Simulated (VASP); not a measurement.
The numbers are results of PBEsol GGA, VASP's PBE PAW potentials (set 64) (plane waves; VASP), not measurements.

The input files of a VASP run:

### KPOINTS
```
Automatic mesh
0
Gamma
6 6 2
0 0 0
```

File POSCAR:
```
K4Br2Cl2
1
    0.0000000000     3.1994420329     3.1994420329
    3.1994420329     0.0000000000     3.1994420329
   12.8181356881    12.8181356881    -0.0203675563
K Cl Br
4 2 2
Direct
  0.9800652852   0.9800652852   0.0149510361
  1.0000000000   0.0000000000   0.2500000000
  0.0199347148   0.0199347148   0.4850489639
  1.0000000000   0.0000000000   0.7500000000
  0.4902590878   0.4902590878   0.1323056842
  0.5097409122   0.5097409122   0.3676943158
  0.5105169869   0.5105169869   0.6171122598
  0.4894830131   0.4894830131   0.8828877402
```

### INCAR
```
EDIFFG  =  -0.02
NELM  =  100   ! most electronic steps
ISMEAR  =  0   ! Gaussian
LREAL  =  .FALSE.
ENCUT  =  400
PREC  =  Accurate
SIGMA  =  0.05   ! width (eV)
EDIFF  =  1E-6
NSW  =  60   ! most ionic steps
LWAVE  =  .FALSE.
ALGO  =  Normal   ! blocked Davidson
LMAXMIX  =  4   ! l cut-off of mixed one-centre charges
LASPH  =  .TRUE.   ! aspherical one-centre terms
GGA  =  PS   ! PBEsol
ISIF  =  3   ! ions, shape and volume
IBRION  =  2   ! conjugate gradients
SYSTEM  =  K4Br2Cl2
LCHARG  =  .FALSE.
```

POTCAR, in this order: K_sv Cl Br (PBE.64 set). Program: vasp_std.

What will the output report for the number of irreducible k-points (NKPTS), number of bands (NBANDS), largest plane-wave count, number of space-group operations, FFT grid (NGX, NGY, NGZ)?

```
Quantity                                        Value
--------------------------------------  -------------
number of irreducible k-points (NKPTS)             22
number of bands (NBANDS)                           38
largest plane-wave count                         4831
number of space-group operations                   12
FFT grid (NGX, NGY, NGZ)                30 × 30 × 120
```

The structure was generated: K4Br2Cl2 was put into an ordered model structure (R-3m), which need not be its known phase. This run relaxes it. Symmetry was kept, so distortions that lower it aren't found. The start is the result of an earlier pass.
